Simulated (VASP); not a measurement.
Be2CdS3:

```xyz
12
Lattice="5.5237 -3.1933 0.0000 5.5237 3.1933 0.0000 0.0000 0.0000 5.9756" Properties=species:S:1:pos:R:3 pbc="T T T"
Be    3.6098   -1.0108    0.0259
Be    7.4375   -1.0108    0.0259
Be    7.4375    1.0108    3.0137
Be    3.6098    1.0108    3.0137
Cd    5.5237    2.0543    5.9724
Cd    5.5237   -2.0543    2.9846
S     7.6540    0.9189    5.1455
S     3.3933    0.9189    5.1455
S     5.5237   -1.8057    5.5268
S     3.3933   -0.9189    2.1577
S     7.6540   -0.9189    2.1577
S     5.5237    1.8057    2.5390
```

The cell was built by a generator and needn't be a form met in nature.

Base run:

* Program: VASP 6.6.1
* Functional: PBE
* Potentials or basis: VASP PAW PBE potentials, release 64 (Be, Cd, S)
* Cutoff: 520 eV
* k mesh: 6 × 6 × 4
* Occupations: gaussian, width 0.03 eV
* Spin: no spin polarisation

Its results: band gap on the k mesh 3.07 eV, direct.

The run is repeated on the same cell with these changes: functional from PBE to PBEsol. What comes out?

Band gap on the k mesh 2.94 eV, direct.
